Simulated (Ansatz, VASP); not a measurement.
# Te (Tellurium): VASP beside Ansatz, part 2 of 2

One calculation is typed for both programs; each brings its own data sets. How far apart do they land? The structure shown is the start of the Ansatz relaxation below; VASP solves that cell, so the two are compared at the walk's first step.

VASP 6.6.1 and Ansatz 0.2.0.

So far. Step 3 (VASP: single point, PBEsol, start cell, pair 1): The run ends at a pressure of 3.03 GPa, with forces up to 0.089 eV/Å.

## 7. VASP: single point, PBEsol, start cell, pair 2

Level of this step: PBEsol; plane waves and PAW (Te) (VASP).

The same cell, functional, mesh and smearing now go to VASP, with its own data sets.

The input, INCAR:

```
SYSTEM = Te
PREC = Accurate
ENCUT = 400
EDIFF = 1E-06
NELM = 120
ISMEAR = 1
SIGMA = 0.2
LREAL = .FALSE.
ALGO = Normal
GGA = PS
NBANDS = 15
LORBIT = 11
LWAVE = .FALSE.
LCHARG = .FALSE.
ISIF = 2
LASPH = .TRUE.
GGA_COMPAT = .FALSE.
KPAR = 2
```

The input, POSCAR:

```
Te
1.0
    4.2438930000      0.0000000000      0.0000000000
   -2.1219460000      3.6753190000      0.0000000000
    0.0000000000      0.0000000000      5.9175800000
Te
3
Direct
    0.2873800070      0.0000000000      0.3333333897
    0.9999999389      0.2873799526      0.6666666103
    0.7126196824      0.7126197753      0.0000000000
```

The input, KPOINTS:

```
Automatic mesh
0
Gamma
12 12 8
0 0 0
```

Potentials, in the order of the species: Te (PBE family, release 64).

On the command line:

```console
$ mpirun -np 2 vasp_std
```

Numbers of over 12 decimals in the logs are rounded to 6 here.

The log of the run:

```text
[banner, memory and clock lines left out]
running    2 mpi-ranks, on    1 nodes
[...]
[... a notice as in an earlier step ...]

 LDA part: xc-table for (Slater+PW92), standard interpolation
 POSCAR, INCAR and KPOINTS ok, starting setup
[...]
entering main loop
       N       E                     dE             d eps       ncg     rms          rms(c)
DAV:   1     0.624068828011E+02    0.62407E+02   -0.56385E+03  3930   0.783E+02
DAV:   2    -0.671319303428E+01   -0.69120E+02   -0.65754E+02  5337   0.132E+02
DAV:   3    -0.105169837046E+02   -0.38038E+01   -0.37876E+01  4658   0.348E+01
DAV:   4    -0.105797742665E+02   -0.62791E-01   -0.62785E-01  5891   0.534E+00
[...]
DAV:  10    -0.105596580941E+02   -0.23048E-05   -0.99219E-06  4752   0.205E-02    0.125E-02
DAV:  11    -0.105596560003E+02    0.20939E-05   -0.49717E-06  4735   0.133E-02    0.543E-03
DAV:  12    -0.105596560881E+02   -0.87790E-07   -0.44001E-07  2735   0.409E-03
   1 F= -.10559656E+02 E0= -.10560760E+02  d E =0.331026E-02
```

OUTCAR, selected parts (step 7):

```text
  Total        1.0801241      1.0801240      1.3846261      0.0000001     -0.0000000      0.0000000
  in kB       18.7491095     18.7491080     24.0347436      0.0000026     -0.0000000      0.0000000
  external PRESSURE =      20.5109870 kB  Pullay stress =       0.0000000 kB

 POSITION                                       TOTAL-FORCE (eV/Angst)
 -----------------------------------------------------------------------------------
      1.21961      0.00000      1.97253         0.094433      0.000000      0.000000
      3.63409      1.05621      3.94505        -0.047216      0.081781     -0.000000
      1.51214      2.61910      0.00000        -0.047216     -0.081781     -0.000000
 -----------------------------------------------------------------------------------
    total drift:                                0.000252      0.000382      0.000002

  FREE ENERGIE OF THE ION-ELECTRON SYSTEM (eV)
  ---------------------------------------------------
  free  energy   TOTEN  =       -10.5596560881 eV

  energy  without entropy=      -10.5629663521  energy(sigma->0) =      -10.56075951

[... 1 part as in an earlier step ...]

[... 2 further parts left out ...]
[key lines of the parts left out:]
E-fermi :   7.0501
```

The run ends at a pressure of 2.05 GPa, with forces up to 0.094 eV/Å.

## 8. Comparison

What differs besides the data sets and the points named for the pairs above, as far as they apply: the data sets hold 48 valence electrons in Ansatz (on its PAW soft_1 files) and 18 in VASP. Total energies have different zeros and are not compared.

Forces (eV/Å; atoms numbered as in POSCAR):

```tsv
atom	Ansatz x, y, z	VASP x, y, z
Te1	0.075, 0.000, 0.000	0.094, 0.000, 0.000
Te2	-0.038, 0.065, 0.000	-0.047, 0.082, 0.000
Te3	-0.038, -0.065, 0.000	-0.047, -0.082, 0.000
```

The forces differ by 11 meV/Å r.m.s., which is 20.5 % of the r.m.s. force of 0.055 eV/Å (both taken over all components).

## 9. Further runs

Further runs change the set-up of one program: Ansatz's method, potentials or start, or VASP's data sets, cutoff or form of LDA. The table gives that difference for each run.

```tsv
run	r.m.s. force difference (meV/Å)
as above	11
VASP with a cutoff of 500 eV (perhaps on Ansatz's relaxed cell)	9.7
```

## 10. Ansatz: relaxation, PBEsol

The two programs are compared at the cell with which this relaxation starts, whose forces are those of its first step. The cell compared in this pair holds 94.22 Å³, against 92.30 Å³ for the pair before.

The structure compared here is the start of the Ansatz relaxation; VASP solves that cell, so the two are compared at the walk's first step.

The input, input.yaml:

```yaml
crystal:
  lattice:
    - [4.2873687902, 0.0, 0.0]
    - [-2.1436843951, 3.7129702877, 0.0]
    - [0.0, 0.0, 5.9189693734]
  atoms:
    - { symbol: Te, position: [0.2837864618, 0.0, 0.3333333333] }
    - { symbol: Te, position: [0.0, 0.2837864618, 0.6666666667] }
    - { symbol: Te, position: [0.7162135382, 0.7162135382, 0.0] }
kpoints:
  mp_grid: { grid: [12, 12, 8] }
hamiltonian:
  xc: pbesol
  pseudopotentials: { kind: paw, azcp: { folder: soft_1 }, xc_functional: pbe }
scf:
  occupations: { method: methfessel_paxton, width: 0.2 }
output:
  forces: true
  stress: true
  eigenvalues: true
relax:
  adjacent_minimum: "off"
  f_tol: 0.001
  max_steps: 60
  cell: { stress_tol: 0.01, fix: [volume] }
```

On the command line:

```console
$ ansatz run input.yaml --threads 4 --pin off --max-ram 10240MiB --backend cpu --events-out ev --progress --plain --runs-dir out
```

The log of the run:

```text
[...]
Crystal: 3 atoms, lattice volume = 94.223 Å³
Basis set: ecut = 420 eV, 1837 PW (Γ), exchange–correlation on 60×60×80 points (8 copies of the dense FFT grid, shifted against one another)
Bands: 29, of which v1, the nominal top of the filled ones, is band 24 counted from 1 (23 counted from 0)
Symmetry: 6 space group operations
[...]
k-points: 131 of 1152 (time reversal used)
[...]
--- Relaxed structure (3 steps of the walk, 3 accepted, 1 SCFs on fresh bases) ---
[...]
cell:  # Å, volume = 94.2233 Å³
    - [4.273162, 0, 0]
    - [-2.136581, 3.700667, 5.792465137624323e-19]
    - [0, 9.233961246508383e-19, 5.958392]
  atoms:
    - { symbol: Te, position: [0.287380, 0, 0.333333] }
    - { symbol: Te, position: [-2.7838749467221775e-17, 0.287380, 0.666667] }
    - { symbol: Te, position: [0.712620, 0.712620, 0] }
[key lines of the parts left out:]
SCF converged after 6 iterations
Free energy (F): -20704.797631 eV
Fermi energy:    9.883691 eV
P = ⅓ Tr σ = 0.7174 GPa (7.174 kbar)
```

## 11. VASP: single point, PBEsol, start cell, pair 3

The same cell, functional, mesh and smearing now go to VASP, with its own data sets.

INCAR is that of step 7.

The input, POSCAR:

```
Te
1.0
    4.2873690000      0.0000000000      0.0000000000
   -2.1436840000      3.7129700000      0.0000000000
    0.0000000000      0.0000000000      5.9189690000
Te
3
Direct
    0.2837863967      0.0000000000      0.3333333896
    0.9999999341      0.2837865644      0.6666667793
    0.7162135706      0.7162137049      0.0000000000
```

KPOINTS is that of step 7.

On the command line:

```console
$ mpirun -np 2 vasp_std
```

The log of the run:

```text
[... set-up lines as in an earlier step ...]
 entering main loop
       N       E                     dE             d eps       ncg     rms          rms(c)
DAV:   1     0.630077081969E+02    0.63008E+02   -0.56857E+03  3930   0.784E+02
DAV:   2    -0.656281282974E+01   -0.69571E+02   -0.66271E+02  5220   0.132E+02
DAV:   3    -0.105278815225E+02   -0.39651E+01   -0.39437E+01  4630   0.354E+01
DAV:   4    -0.105953223472E+02   -0.67441E-01   -0.67429E-01  5810   0.550E+00
[...]
DAV:  10    -0.105728687114E+02   -0.26350E-05   -0.11960E-05  4881   0.225E-02    0.125E-02
DAV:  11    -0.105728662353E+02    0.24761E-05   -0.59146E-06  4721   0.146E-02    0.505E-03
DAV:  12    -0.105728663137E+02   -0.78441E-07   -0.49759E-07  2721   0.437E-03
   1 F= -.10572866E+02 E0= -.10573820E+02  d E =0.286136E-02
```

From OUTCAR (step 11):

```text
  Total        0.6209998      0.6209997      0.9120743      0.0000001      0.0000000     -0.0000000
  in kB       10.5595086     10.5595059     15.5089505      0.0000014      0.0000000     -0.0000000
  external PRESSURE =      12.2093217 kB  Pullay stress =       0.0000000 kB

 POSITION                                       TOTAL-FORCE (eV/Angst)
 -----------------------------------------------------------------------------------
      1.21670      0.00000      1.97299         0.099325     -0.000000      0.000000
      3.67902      1.05369      3.94598        -0.049662      0.086018     -0.000000
      1.53534      2.65928      0.00000        -0.049662     -0.086018      0.000000
 -----------------------------------------------------------------------------------
    total drift:                                0.000389     -0.000044     -0.000312

  FREE ENERGIE OF THE ION-ELECTRON SYSTEM (eV)
  ---------------------------------------------------
  free  energy   TOTEN  =       -10.5728663137 eV

  energy  without entropy=      -10.5757276735  energy(sigma->0) =      -10.57382010

[... 1 part as in an earlier step ...]

[... 2 further parts left out ...]
[key lines of the parts left out:]
E-fermi :   6.7891
```

The run ends at a pressure of 1.22 GPa, with forces up to 0.099 eV/Å.

## 12. Comparison

What differs besides the data sets and the points named for the pairs above, as far as they apply: the data sets hold 48 valence electrons in Ansatz (on its PAW soft_1 files) and 18 in VASP. Total energies have different zeros and are not compared.

Forces (eV/Å; atoms numbered as in POSCAR):

```tsv
atom	Ansatz x, y, z	VASP x, y, z
Te1	0.079, 0.000, 0.000	0.099, 0.000, 0.000
Te2	-0.040, 0.068, 0.000	-0.050, 0.086, 0.000
Te3	-0.040, -0.068, 0.000	-0.050, -0.086, 0.000
```

The forces differ by 12 meV/Å r.m.s., which is 20.4 % of the r.m.s. force of 0.057 eV/Å (both taken over all components).

## 13. What the set-up changes

Further runs change the set-up of one program: Ansatz's method, potentials or start, or VASP's data sets, cutoff or form of LDA. The table gives that difference for each run.

```tsv
run	r.m.s. force difference (meV/Å)
as above	12
VASP with a cutoff of 500 eV (perhaps on Ansatz's relaxed cell)	10
```

## 14. Summary of results

- r.m.s. force difference (single point, PBEsol, start cell, pair 1): 11 meV/Å
- r.m.s. force difference (single point, PBEsol, start cell, pair 2): 11 meV/Å
- r.m.s. force difference (single point, PBEsol, start cell, pair 3): 12 meV/Å

**Reading.** The r.m.s. force difference is 12 meV/Å (single point, PBEsol, start cell, pair 3), at about the 12 meV/Å picked in this series as the mark of a large difference. The data sets hold unlike numbers of valence electrons (48 in Ansatz and 18 in VASP), so part of the differences comes from the potentials. 8 further runs of this series are not shown here. How closely two codes agree says nothing of how well the functional describes the real material.

[Lines on the potential files, build, host, timing and source positions are cut from VASP's logs without a mark.]

[Logs are printed without paths, hosts, clocks, repeated set-up lines and the standing remarks that a program may print on its own settings, such as how far it seeks lower states.]

[Hosts, paths, dates, database ids (printed as entryN), source tags and the programs' standing remarks are cut or masked in the printed files.]

[Rows of further runs with another cutoff or data set may stand on the cell that Ansatz relaxed, not on the start cell of the pair above them.]
